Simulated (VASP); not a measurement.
# Ti2Te2S (P4/mbm) in VASP: relaxation of cell and atoms with PBE

Aim: the relaxation of cell and atoms of Ti2Te2S with PBE.

Program: VASP 6.6.1. These are calculated values, not measurements. Logs are shortened: lines on timing, memory, paths and dates and some standing lists are left out, and cuts for length are marked.

## (1) The structure

The structure is tetragonal, space group P4/mbm (No. 127). Conventional cell: a = 8.007 Å, b = 8.007 Å, c = 3.940 Å, α = 90.00°, β = 90.00°, γ = 90.00°. Around Ti (site symmetry m2m) lie 6 Te at 3.00 to 3.13 Å. Around Te (site symmetry m2m) lie 1 Te at 2.90 Å and 6 Ti at 3.00 to 3.13 Å and 2 S at 3.15 Å. S (site symmetry 4/m) has 4 Te at 3.15 Å and 8 Ti at 3.56 Å as nearest neighbours.

The cell was built by a generator and needn't be a form met in nature.

## (2) Relaxation of cell and atoms, PBE

Contents of INCAR:

```
  PREC = Normal
  ENCUT = 520
  EDIFF = 1E-4
  ISMEAR = 0
  SIGMA = 0.15
  LREAL = Auto
  LASPH = T
  NELM = 60
  ALGO = Fast
  ISIF = 3
  LWAVE = F
  LCHARG = F
  GGA = PE
  IBRION = 2
  NSW = 24
  EDIFFG = -0.08
```

Contents of KPOINTS:

```
Automatic mesh
0
Gamma
  2 2 4
```

Contents of POSCAR:

```
Ti2Te2S
1.0
    8.0072396200      0.0000000000      0.0000000000
    0.0000000000      8.0072396200      0.0000000000
    0.0000000000      0.0000000000      3.9398361100
Ti Te S
4 4 2
Direct
    0.6721593300      0.1721593300      0.5000000000
    0.3278406700      0.8278406700      0.5000000000
    0.1721593300      0.3278406700      0.5000000000
    0.8278406700      0.6721593300      0.5000000000
    0.1281197700      0.6281197700      0.0000000000
    0.8718802300      0.3718802300      0.0000000000
    0.6281197700      0.8718802300      0.0000000000
    0.3718802300      0.1281197700      0.0000000000
    0.0000000000      0.0000000000      0.0000000000
    0.5000000000      0.5000000000      0.0000000000
```

Potentials or basis: VASP PAW PBE potentials, release 64 (Ti_sv, Te, S).

Run with:

```sh
cat potpaw_PBE.64/Ti_sv/POTCAR potpaw_PBE.64/Te/POTCAR potpaw_PBE.64/S/POTCAR > POTCAR
mpirun -np 1 vasp_std > vasp.out
```

OUTCAR:

```text
PREC = Normal
   ENCUT = 520
   EDIFF = 1E-4
   ISMEAR = 0
   LREAL = Auto
   LASPH = T
   NELM = 60
   ISIF = 3
   GGA = PE
   IBRION = 2
   NSW = 24
   EDIFFG = -0.08

 ion  position               nearest neighbor table
   1  0.672  0.172  0.500-   6 3.00   6 3.00   8 3.13   7 3.13   7 3.13   8 3.13
   2  0.328  0.828  0.500-   5 3.00   5 3.00   8 3.13   7 3.13   7 3.13   8 3.13
   3  0.172  0.328  0.500-   8 3.00   8 3.00   5 3.13   5 3.13   6 3.13   6 3.13
   4  0.828  0.672  0.500-   7 3.00   7 3.00   5 3.13   5 3.13   6 3.13   6 3.13
   5  0.128  0.628  0.000-   6 2.90   2 3.00   2 3.00   3 3.13   4 3.13   3 3.13   4 3.13  10 3.15
                             9 3.15
   6  0.872  0.372  0.000-   5 2.90   1 3.00   1 3.00   3 3.13   4 3.13   3 3.13   4 3.13  10 3.15
                             9 3.15
   7  0.628  0.872  0.000-   8 2.90   4 3.00   4 3.00   2 3.13   1 3.13   2 3.13   1 3.13  10 3.15
                             9 3.15
   8  0.372  0.128  0.000-   7 2.90   3 3.00   3 3.00   2 3.13   1 3.13   2 3.13   1 3.13  10 3.15
                             9 3.15
   9  0.000  0.000  0.000-   5 3.15   6 3.15   7 3.15   8 3.15
  10  0.500  0.500  0.000-   5 3.15   6 3.15   7 3.15   8 3.15

  LATTYP: Found a simple tetragonal cell.
 ALAT       =     8.0072396200
 C/A-ratio  =     0.4920342461

  Lattice vectors:

 A1 = (   8.0072396200,   0.0000000000,   0.0000000000)
 A2 = (   0.0000000000,   8.0072396200,   0.0000000000)
 A3 = (   0.0000000000,   0.0000000000,   3.9398361100)

Analysis of symmetry for initial positions (statically):
=====================================================================
 Subroutine PRICEL returns:
 Original cell was already a primitive cell.

 Routine SETGRP: Setting up the symmetry group for a
 simple tetragonal supercell.

 Subroutine GETGRP returns: Found 16 space group operations
 (whereof  8 operations were pure point group operations)
 out of a pool of 16 trial point group operations.

The static configuration has the point symmetry C_4h.
 The point group associated with its full space group is D_4h.

Analysis of symmetry for dynamics (positions and initial velocities):
=====================================================================
 Subroutine PRICEL returns:
 Original cell was already a primitive cell.

 Routine SETGRP: Setting up the symmetry group for a
 simple tetragonal supercell.

 Subroutine GETGRP returns: Found 16 space group operations
 (whereof  8 operations were pure point group operations)
 out of a pool of 16 trial point group operations.

The dynamic configuration has the point symmetry C_4h.
 The point group associated with its full space group is D_4h.

 Subroutine INISYM returns: Found 16 space group operations
 (whereof  8 operations are pure point group operations),
 and found     1 'primitive' translations

----------------------------------------------------------------------------------------

                                     Primitive cell

  volume of cell :     252.6061

  direct lattice vectors                    reciprocal lattice vectors
     8.007239620  0.000000000  0.000000000     0.124886983  0.000000000  0.000000000
     0.000000000  8.007239620  0.000000000     0.000000000  0.124886983  0.000000000
     0.000000000  0.000000000  3.939836110     0.000000000  0.000000000  0.253817665

  length of vectors
     8.007239620  8.007239620  3.939836110     0.124886983  0.124886983  0.253817665

  position of ions in fractional coordinates (direct lattice)
     0.672159330  0.172159330  0.500000000
     0.327840670  0.827840670  0.500000000
     0.172159330  0.327840670  0.500000000
     0.827840670  0.672159330  0.500000000
     0.128119770  0.628119770  0.000000000
     0.871880230  0.371880230  0.000000000
     0.628119770  0.871880230  0.000000000
     0.371880230  0.128119770  0.000000000
     0.000000000  0.000000000  0.000000000
     0.500000000  0.500000000  0.000000000

  ion indices of the primitive-cell ions
   primitive index   ion index
                 1           1
                 2           2
                 3           3
                 4           4
                 5           5
                 6           6
                 7           7
                 8           8
                 9           9
                10          10

----------------------------------------------------------------------------------------

 KPOINTS: Automatic mesh

Automatic generation of k-mesh.
 Grid dimensions read from file:
 generate k-points for:    2    2    4

 Generating k-lattice:

  Cartesian coordinates                     Fractional coordinates (reciprocal lattice)
     0.062443492  0.000000000  0.000000000     0.500000000  0.000000000  0.000000000
     0.000000000  0.062443492  0.000000000     0.000000000  0.500000000  0.000000000
     0.000000000  0.000000000  0.063454416     0.000000000  0.000000000  0.250000000

  Length of vectors
     0.062443492  0.062443492  0.063454416

  Shift w.r.t. Gamma in fractional coordinates (k-lattice)
     0.000000000  0.000000000  0.000000000

 Subroutine IBZKPT returns following result:
 ===========================================

 Found      9 irreducible k-points:

 Following reciprocal coordinates:
            Coordinates               Weight
  0.000000  0.000000  0.000000      1.000000
  0.500000  0.000000  0.000000      2.000000
  0.500000  0.500000  0.000000      1.000000
  0.000000  0.000000  0.250000      2.000000
  0.500000  0.000000  0.250000      4.000000
  0.500000  0.500000  0.250000      2.000000
  0.000000  0.000000  0.500000      1.000000
  0.500000  0.000000  0.500000      2.000000
  0.500000  0.500000  0.500000      1.000000
   k-points           NKPTS =      9   k-points in BZ     NKDIM =      9   number of bands    NBANDS=     50
   number of dos      NEDOS =    301   number of ions     NIONS =     10
   total plane-waves  NPLWV =  55296
   dimension x,y,z NGX =    48 NGY =   48 NGZ =   24
   dimension x,y,z NGXF=    96 NGYF=   96 NGZF=   48
   ions per type =               4   4   2
   NGX,Y,Z   is equivalent  to a cutoff of   9.97,  9.97, 10.13 a.u.
   NGXF,Y,Z  is equivalent  to a cutoff of  19.93, 19.93, 20.25 a.u.
 SYSTEM =  unknown system
   PREC   = normal    normal or accurate (medium, high low for compatibility)
   ISTART =      0    job   : 0-new  1-cont  2-samecut
   ICHARG =      2    charge: 1-file 2-atom 10-const
   ISPIN  =      1    spin polarized calculation?
   LNONCOLLINEAR =      F non collinear calculations
   LSORBIT =      F    spin-orbit coupling
   LASPH  =      T    aspherical Exc in radial PAW
   ENCUT  =  520.0 eV  38.22 Ry    6.18 a.u.  14.89 14.89  7.33*2*pi/ulx,y,z
   NELM   =     60;   NELMIN=  2; NELMDL= -5     # of ELM steps
   EDIFF  = 0.1E-03   stopping-criterion for ELM
   LREAL  =      T    real-space projection
   EDIFFG = -.8E-01   stopping-criterion for IOM
   NSW    =     24    number of steps for IOM
   IBRION =      2    ionic relax: 0-MD 1-quasi-New 2-CG
   NFREE  =      1    steps in history (QN), initial steepest desc. (CG)
   ISIF   =      3    stress and relaxation
   ISYM   =      2    0-nonsym 1-usesym 2-fastsym
   POTIM  = 0.5000    time-step for ionic-motion
   TEBEG  =    0.0;   TEEND  =   0.0 temperature during run
   PSTRESS=    0.0 pullay stress
   NELECT =      84.0000    total number of electrons
   NUPDOWN=      -1.0000    fix difference up-down
   EMIN   =  10.00;   EMAX   =-10.00  energy-range for DOS
   EFERMI =   0.00;   METHOD = LEGACY
   ISMEAR =     0;   SIGMA  =   0.15  broadening in eV -4-tet -1-fermi 0-gaus
   EFERMI_NEDOS =   21; number of points for ismear=-14 and -15
   IALGO  =     68    algorithm
   IMIX   =      4    mixing-type and parameters
     AMIX     =   0.40;   BMIX     =  1.00
     AMIX_MAG =   1.60;   BMIX_MAG =  1.00
  volume/ion in A,a.u.               =      25.26       170.47
  Fermi-wavevector in a.u.,A,eV,Ry     =   1.134192  2.143312 17.502425  1.286392
  Thomas-Fermi vector in A             =   2.270896
   LORBIT       =      0    0 simple, 1 ext, 2 COOP (PROOUT), +10 PAW based schemes
   GGA     = PE    functional components
   LHFCALC =     F    Hartree Fock is set to
   AEXX    =    0.0000 exact exchange contribution
   IVDW    =     0    specifies the selected vdW correction
   LEPSILON=     F    determine dielectric tensor
   LRPA    =     F    only Hartree local field effects (RPA)
 conjugate gradient relaxation of ions
 non-spin polarized calculation
 RMM-DIIS sequential band-by-band and
 Gauss-broadening in eV      SIGMA  =   0.15
  energy-cutoff  :      520.00
  volume of cell :      252.61
 maximum number of plane-waves:      6822
   NGX = 29   NGY = 29   NGZ = 15

--------------------------------------- Ionic step        1  -------------------------------------------

 number of electron      83.9999972 magnetization

 Free energy of the ion-electron system (eV)
  ---------------------------------------------------
  ext. energy  EPLUGINS =         0.00000000
  ---------------------------------------------------
  free energy    TOTEN  =       -50.08303715 eV

  energy without entropy =      -49.88579552  energy(sigma->0) =      -49.98441633

 E-fermi :   6.7073     XC(G=0):  -9.8658

 val. band max:        6.6963321779   @ k =   0.5000   0.5000   0.0000
 cond. band min:       6.7197084799   @ k =   0.5000   0.5000   0.2500
 fundamental gap:      0.0233763020
 Fermi energy:         6.7073001392

 k-point     1 :       0.0000    0.0000    0.0000
  band No.  band energies     occupation
      1     -51.1723      2.00000
      2     -51.1718      2.00000
      3     -51.1717      2.00000
      4     -51.1717      2.00000
      5     -27.4964      2.00000
      6     -27.4947      2.00000
[... 591 lines left out ...]
  FREE ENERGIE OF THE ION-ELECTRON SYSTEM (eV)
  ---------------------------------------------------
  free  energy   TOTEN  =       -52.5356373416 eV

  energy  without entropy=      -52.4274813862  energy(sigma->0) =      -52.48155936

[... ionic steps 4 to 7 ...]

--------------------------------------- Ionic step        8  -------------------------------------------

 number of electron      84.0000031 magnetization

------------------------ aborting loop because EDIFF is reached ----------------------------------------

  FORCE on cell =-STRESS in cart. coord.  units (eV):
  Direction    XX          YY          ZZ          XY          YZ          ZX
  --------------------------------------------------------------------------------------
  -------------------------------------------------------------------------------------
  Total        0.0723939      0.0723939      1.2494368      0.0000000     -0.0000000      0.0000000
  in kB        0.5485533      0.5485533      9.4674142      0.0000000     -0.0000000      0.0000000
  external PRESSURE =       3.5215069 kB  Pullay stress =       0.0000000 kB
[... 73 lines left out ...]
  energy  without entropy=      -53.0794654852  energy(sigma->0) =      -53.13311159

--------------------------------------- Ionic step       10  -------------------------------------------

 number of electron      84.0000004 magnetization

 Free energy of the ion-electron system (eV)
  ---------------------------------------------------
  ext. energy  EPLUGINS =         0.00000000
  ---------------------------------------------------
  free energy    TOTEN  =       -53.19715503 eV

  energy without entropy =      -53.08572164  energy(sigma->0) =      -53.14143834

 E-fermi :   8.4979     XC(G=0): -10.6237

 val. band max:        8.4781593295   @ k =   0.0000   0.0000   0.2500
 cond. band min:       8.5358829537   @ k =   0.5000   0.0000   0.0000
 fundamental gap:      0.0577236242
 Fermi energy:         8.4978732047

 k-point     1 :       0.0000    0.0000    0.0000
  band No.  band energies     occupation
      1     -49.0223      2.00000
      2     -49.0218      2.00000
      3     -49.0186      2.00000
      4     -49.0186      2.00000
      5     -25.4150      2.00000
      6     -25.4150      2.00000
[... 503 lines left out ...]
  FREE ENERGIE OF THE ION-ELECTRON SYSTEM (eV)
  ---------------------------------------------------
  free  energy   TOTEN  =       -53.1971550343 eV

  energy  without entropy=      -53.0857216436  energy(sigma->0) =      -53.14143834

 reached required accuracy - stopping structural energy minimisation
```

It took 7.2 min on 1 thread of Intel Xeon 6975P-C (Granite Rapids), shared host; peak memory 0.29 GiB.

Results:

* Free energy: -53.1972 eV
* Relaxed volume: 21.36 Å³/atom
* Relaxed cell: a = 7.950 Å, b = 7.950 Å, c = 3.380 Å, α = 90.00°, β = 90.00°, γ = 90.00°
* Space group after relaxing (to 0.05 Å): P4/mbm (No. 127)
* Energy gained by relaxing: 311.4 meV/atom
* Ionic steps: 10
* Pressure after relaxing: -0.4 GPa
* Largest force after relaxing: 0.079 eV/Å
* Band gap on the k mesh: none (metal or under the smearing width)

Forces in eV/Å, atoms in the order of the input:
```
Ti  -0.056 -0.056  0.000
Ti   0.056  0.056  0.000
Ti  -0.056  0.056  0.000
Ti   0.056 -0.056  0.000
Te   0.024  0.024  0.000
Te  -0.024 -0.024  0.000
Te   0.024 -0.024  0.000
Te  -0.024  0.024  0.000
S    0.000  0.000  0.000
S    0.000  0.000  0.000
```

The path:
```csv
step,energy change (eV),largest force (eV/Å),pressure (GPa),volume (Å³)
1,0.0000,1.6961,-8.31,252.61
2,-2.4505,0.9644,2.25,207.04
3,-2.4526,0.9617,2.19,207.23
4,-2.7654,0.8280,0.29,211.54
5,-2.9033,0.6238,-1.78,216.44
6,-3.0243,0.1778,0.67,210.20
7,-3.0259,0.2064,0.65,210.45
8,-3.0935,0.1624,0.35,211.44
9,-3.1037,0.2700,0.28,211.95
10,-3.1141,0.0790,-0.37,213.61
```

Final structure:
```
Ti Te S
1.0
     7.94972    0.00000    0.00000
     0.00000    7.94972    0.00000
     0.00000    0.00000    3.37996
Ti Te S
4 4 2
Direct
  0.64984 0.14984 0.50000
  0.35016 0.85016 0.50000
  0.14984 0.35016 0.50000
  0.85016 0.64984 0.50000
  0.14270 0.64270 0.00000
  0.85730 0.35730 0.00000
  0.64270 0.85730 0.00000
  0.35730 0.14270 0.00000
  0.00000 0.00000 0.00000
  0.50000 0.50000 0.00000
```

Caveat: the k mesh is coarse (spacing up to 0.40 Å⁻¹), so the values aren't converged; the volume moved by over 15 % at a fixed basis, so the end points are rough; the relaxation stopped at a loose force limit of 0.08 eV/Å, so its end isn't a converged minimum. Spin-orbit coupling is left out, which matters for the levels of Te.
